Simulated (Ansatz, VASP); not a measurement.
# SiTe: VASP beside Ansatz

One calculation is typed for both programs; each brings its own data sets. How far apart do they land? The cell is generated by rule, not measured, and may not be a known phase. The cell is taken from a series of runs on this material, whose earlier steps may have relaxed, scaled, displaced or heated it; both programs get it as it stands.

Method: plane waves, with VASP 6.6.1 beside it; zone-centre phonons at LDA, in Ansatz 0.2.0.

## Step 1: Starting point

Symmetry: F-43m, No. 216, cubic system. Conventional cell: a = 6.313 Å, b = 6.313 Å, c = 6.313 Å, α = 90.00°, β = 90.00°, γ = 90.00°. Nearest to Si lie 4 Te at 2.73 Å. Te has 4 Si at 2.73 Å nearest. Farther neighbours and most contacts between anions are not listed.

As a file:

```xyz
2
Lattice="0.0000 3.1566 3.1566 3.1566 0.0000 3.1566 3.1566 3.1566 0.0000" Properties=species:S:1:pos:R:3 pbc="T T T"
Si    0.0000    0.0000    0.0000
Te    4.7349    4.7349    4.7349
```

## Step 2: VASP: zone-centre phonons, LDA, pair 1

Second derivatives magnify differences that forces hide, and they need a tight electronic threshold.

Lines of VASP's logs that name or quote its potential files are left out, and so is its time.

File INCAR:

```
SYSTEM = SiTe
PREC = Accurate
ENCUT = 500
EDIFF = 1E-08
NELM = 120
ISMEAR = 1
SIGMA = 0.15
LREAL = .FALSE.
ALGO = Normal
GGA = CA
NBANDS = 11
LORBIT = 11
LWAVE = .FALSE.
LCHARG = .FALSE.
ISIF = 2
IBRION = 8
LASPH = .TRUE.
GGA_COMPAT = .FALSE.
KPAR = 2
```

File POSCAR:

```
SiTe
1.0
    0.0000000000      3.1566097920      3.1566097920
    3.1566097920      0.0000000000      3.1566097920
    3.1566097920      3.1566097920      0.0000000000
Si Te
1 1
Direct
    0.0000000000      0.0000000000      0.0000000000
    0.7500000000      0.7500000000      0.7500000000
```

File KPOINTS:

```
Automatic mesh
0
Gamma
10 10 10
0 0 0
```

PAW data sets: Si and Te (LDA family, release 64).

Command:

```sh
$ mpirun -np 2 vasp_std
```

What it wrote:

```text
[banner, memory and clock lines left out]
running    2 mpi-ranks, on    1 nodes
 distrk:  each k-point on    1 cores,    2 groups
 distr:  one band on    1 cores,    1 groups

 POSCAR found type information on POSCAR SiTe
 POSCAR found :  2 types and       2 ions
 LDA part: xc-table for (Slater(with rela. corr.)+CA(PZ))
 , standard interpolation
 POSCAR, INCAR and KPOINTS ok, starting setup
 FFT: planning ... GRIDC
 FFT: planning ... GRID_SOFT
 FFT: planning ... GRID
 WAVECAR not read
 entering main loop
       N       E                     dE             d eps       ncg     rms          rms(c)
DAV:   1     0.236181924030E+02    0.23618E+02   -0.36160E+03  1034   0.668E+02
DAV:   2    -0.702753111120E+01   -0.30646E+02   -0.29702E+02  1416   0.994E+01
DAV:   3    -0.855406369417E+01   -0.15265E+01   -0.15218E+01  1354   0.234E+01
DAV:   4    -0.857517443064E+01   -0.21111E-01   -0.21107E-01  1235   0.329E+00
DAV:   5    -0.857569834784E+01   -0.52392E-03   -0.52391E-03  1271   0.492E-01    0.962E+00
DAV:   6    -0.854392317474E+01    0.31775E-01   -0.19376E-02  1181   0.626E-01    0.576E+00
DAV:   7    -0.852944056217E+01    0.14483E-01   -0.28840E-02  1148   0.820E-01    0.167E-01
DAV:   8    -0.852930745207E+01    0.13311E-03   -0.14677E-03  1151   0.225E-01    0.114E-01
DAV:   9    -0.852929105742E+01    0.16395E-04   -0.10838E-04  1169   0.574E-02    0.739E-02
DAV:  10    -0.852928951261E+01    0.15448E-05   -0.50163E-06  1232   0.134E-02    0.198E-02
DAV:  11    -0.852928962889E+01   -0.11628E-06   -0.63527E-07  1173   0.470E-03    0.785E-03
DAV:  12    -0.852928961886E+01    0.10029E-07   -0.48039E-08  1169   0.125E-03    0.151E-03
DAV:  13    -0.852928962249E+01   -0.36294E-08   -0.25204E-09   673   0.301E-04
   1 F= -.85292896E+01 E0= -.85299756E+01  d E =0.205791E-02
 Linear response reoptimize wavefunctions to high precision
DAV:   1    -0.852928962329E+01   -0.79621E-09   -0.66438E-10  1150   0.159E-04
DAV:   2    -0.852928962331E+01   -0.21430E-10   -0.13887E-11   574   0.296E-05
 Linear response DOF=           2
 Linear response progress:
  Degree of freedom:   1/  2
       N       E                     dE             d eps       ncg     rms          rms(c)
RMM:   1    -0.194544881961E-01   -0.19454E-01    0.68705E-03  8861   0.808E-01
RMM:   2    -0.175303950163E-01    0.19241E-02   -0.13089E-03  5923   0.212E-01    0.814E-02
RMM:   3    -0.174605810834E-01    0.69814E-04    0.20915E-06  6195   0.407E-02    0.459E-02
RMM:   4    -0.174180233428E-01    0.42558E-04    0.24711E-06  6353   0.152E-02    0.502E-03
RMM:   5    -0.174232254741E-01   -0.52021E-05    0.26480E-06  6416   0.339E-03    0.126E-03
RMM:   6    -0.174255860193E-01   -0.23605E-05   -0.34602E-07  6525   0.692E-04    0.335E-04
RMM:   7    -0.174249404601E-01    0.64556E-06   -0.25330E-07  6574   0.256E-04    0.884E-05
RMM:   8    -0.174246449858E-01    0.29547E-06   -0.31456E-08  6650   0.578E-05    0.385E-05
RMM:   9    -0.174246099695E-01    0.35016E-07   -0.68613E-09  6713   0.223E-05    0.484E-06
RMM:  10    -0.174245967835E-01    0.13186E-07    0.11275E-08  6885   0.955E-06    0.173E-06
RMM:  11    -0.174245952649E-01    0.15186E-08    0.94498E-10  5690   0.674E-06    0.434E-07
 first order change of Fermi-energy   0.55325E-03
 force on displaced ion       1 direction 1 :  -3.696  -0.000  -0.000
 Linear response progress:
  Degree of freedom:   2/  2
       N       E                     dE             d eps       ncg     rms          rms(c)
RMM:   1    -0.475948423572E-01   -0.47595E-01    0.63537E-02  9191   0.114E+00
RMM:   2    -0.473537819065E-01    0.24106E-03   -0.20831E-03  6043   0.290E-01    0.709E-02
RMM:   3    -0.473545070413E-01   -0.72513E-06   -0.12508E-04  6235   0.587E-02    0.488E-02
RMM:   4    -0.473570760312E-01   -0.25690E-05   -0.50651E-05  6383   0.200E-02    0.104E-02
RMM:   5    -0.473471758173E-01    0.99002E-05   -0.54041E-06  6464   0.506E-03    0.367E-03
RMM:   6    -0.473432794731E-01    0.38963E-05    0.11744E-07  6663   0.114E-03    0.114E-03
RMM:   7    -0.473403689490E-01    0.29105E-05    0.56471E-07  6610   0.398E-04    0.240E-04
RMM:   8    -0.473406271207E-01   -0.25817E-06   -0.40414E-08  6764   0.975E-05    0.905E-05
RMM:   9    -0.473407812511E-01   -0.15413E-06   -0.40658E-08  6820   0.395E-05    0.124E-05
RMM:  10    -0.473407492415E-01    0.32010E-07    0.23707E-08  6899   0.153E-05    0.420E-06
RMM:  11    -0.473407622571E-01   -0.13016E-07    0.32184E-10  6833   0.928E-06    0.108E-06
RMM:  12    -0.473407613252E-01    0.93189E-09   -0.29655E-09  5253   0.734E-06    0.357E-07
 first order change of Fermi-energy  -0.48280E-03
 force on displaced ion       2 direction 1 :  -3.699   0.000   0.000
 Linear response finished
```

OUTCAR, selected parts (step 2):

```text
ion  position               nearest neighbor table
   1  0.000  0.000  0.000-   2 2.73   2 2.73   2 2.73   2 2.73
   2  0.750  0.750  0.750-   1 2.73   1 2.73   1 2.73   1 2.73

  LATTYP: Found a face centered cubic cell.
 ALAT       =     6.3132195840

 Subroutine GETGRP returns: Found 24 space group operations
 (whereof 24 operations were pure point group operations)

The static configuration has the point symmetry T_d .

 Found     47 irreducible k-points:

   k-points           NKPTS =     47   k-points in BZ     NKDIM =     47   number of bands    NBANDS=     11

   dimension x,y,z NGX =    36 NGY =   36 NGZ =   36
   dimension x,y,z NGXF=    72 NGYF=   72 NGZF=   72

   ENCUT  =  500.0 eV  36.75 Ry    6.06 a.u.   8.14  8.14  8.14*2*pi/ulx,y,z

   NELECT =      10.0000    total number of electrons

 k-points in reciprocal lattice and weights: Automatic mesh
   0.00000000  0.00000000  0.00000000       0.001
   0.10000000  0.00000000  0.00000000       0.008
   0.20000000  0.00000000  0.00000000       0.008
   0.30000000  0.00000000  0.00000000       0.008
   0.40000000  0.00000000  0.00000000       0.008
   0.50000000  0.00000000  0.00000000       0.004
   0.10000000  0.10000000  0.00000000       0.006
   0.20000000  0.10000000  0.00000000       0.024
   0.30000000  0.10000000  0.00000000       0.024
[...]
-0.30000000  0.40000000  0.20000000       0.024
  -0.30000000  0.50000000  0.20000000       0.012

 average (electrostatic) potential at core
       1 -86.9482       2 -90.9675

  Total        0.4770827      0.4770827      0.4770827      0.0000000      0.0000000      0.0000000
  in kB       12.1509879     12.1509879     12.1509879      0.0000000      0.0000000      0.0000000
  external PRESSURE =      12.1509879 kB  Pullay stress =       0.0000000 kB

  energy-cutoff  :      500.00
  volume of cell :       62.91
      direct lattice vectors                 reciprocal lattice vectors
     0.000000000  3.156609792  3.156609792    -0.158397785  0.158397785  0.158397785
     3.156609792  0.000000000  3.156609792     0.158397785 -0.158397785  0.158397785
     3.156609792  3.156609792  0.000000000     0.158397785  0.158397785 -0.158397785

 POSITION                                       TOTAL-FORCE (eV/Angst)
 -----------------------------------------------------------------------------------
      0.00000      0.00000      0.00000         0.000000     -0.000000      0.000000
      4.73491      4.73491      4.73491        -0.000000      0.000000     -0.000000
 -----------------------------------------------------------------------------------
    total drift:                               -0.000000     -0.000000     -0.000000

 Eigenvectors and eigenvalues of the dynamical matrix
 ----------------------------------------------------

   1 f  =    6.264984 THz    39.364057 2PiTHz  208.977378 cm-1    25.909881 meV
             X         Y         Z           dx          dy          dz
      0.000000  0.000000  0.000000     0.905247   -0.000000    0.000000
      4.734915  4.734915  4.734915    -0.424887    0.000000    0.000000

   2 f  =    6.264984 THz    39.364057 2PiTHz  208.977378 cm-1    25.909881 meV
             X         Y         Z           dx          dy          dz
      0.000000  0.000000  0.000000    -0.000000    0.000000    0.905247
      4.734915  4.734915  4.734915    -0.000000    0.000000   -0.424887

   3 f  =    6.264984 THz    39.364057 2PiTHz  208.977378 cm-1    25.909881 meV
             X         Y         Z           dx          dy          dz
      0.000000  0.000000  0.000000     0.000000    0.905247   -0.000000
      4.734915  4.734915  4.734915     0.000000   -0.424887    0.000000

   4 f/i=    0.001078 THz     0.006771 2PiTHz    0.035946 cm-1     0.004457 meV
             X         Y         Z           dx          dy          dz
      0.000000  0.000000  0.000000    -0.367566    0.213103    0.003322
      4.734915  4.734915  4.734915    -0.783121    0.454029    0.007078

   5 f/i=    0.001078 THz     0.006771 2PiTHz    0.035946 cm-1     0.004457 meV
             X         Y         Z           dx          dy          dz
      0.000000  0.000000  0.000000     0.211812    0.364515    0.052852
      4.734915  4.734915  4.734915     0.451278    0.776621    0.112604

   6 f/i=    0.001078 THz     0.006771 2PiTHz    0.035946 cm-1     0.004457 meV
             X         Y         Z           dx          dy          dz
      0.000000  0.000000  0.000000    -0.023658   -0.047378    0.421574
      4.734915  4.734915  4.734915    -0.050405   -0.100942    0.898188

 ELASTIC MODULI CONTR FROM IONIC RELAXATION (kBar)
 Direction    XX          YY          ZZ          XY          YZ          ZX
 --------------------------------------------------------------------------------
 XX           0.0000      0.0000      0.0000      0.0000      0.0000      0.0000
 YY           0.0000      0.0000      0.0000      0.0000      0.0000      0.0000
 ZZ           0.0000      0.0000      0.0000      0.0000      0.0000      0.0000
 XY           0.0000      0.0000      0.0000   -151.0593     -0.0000      0.0000
 YZ           0.0000      0.0000      0.0000     -0.0000   -151.0593      0.0000
 ZX           0.0000      0.0000      0.0000      0.0000      0.0000   -151.0593
 --------------------------------------------------------------------------------
```

(Part 1 of 2 ends here.)

[Lines on the potential files, build, host, timing and source positions are cut from VASP's logs without a mark.]

[Logs are printed without paths, hosts, clocks, repeated set-up lines and the standing remarks that a program may print on its own settings, such as how far it seeks lower states.]

[Hosts, paths, dates, database ids (printed as entryN), source tags and the programs' standing remarks are cut or masked in the printed files.]
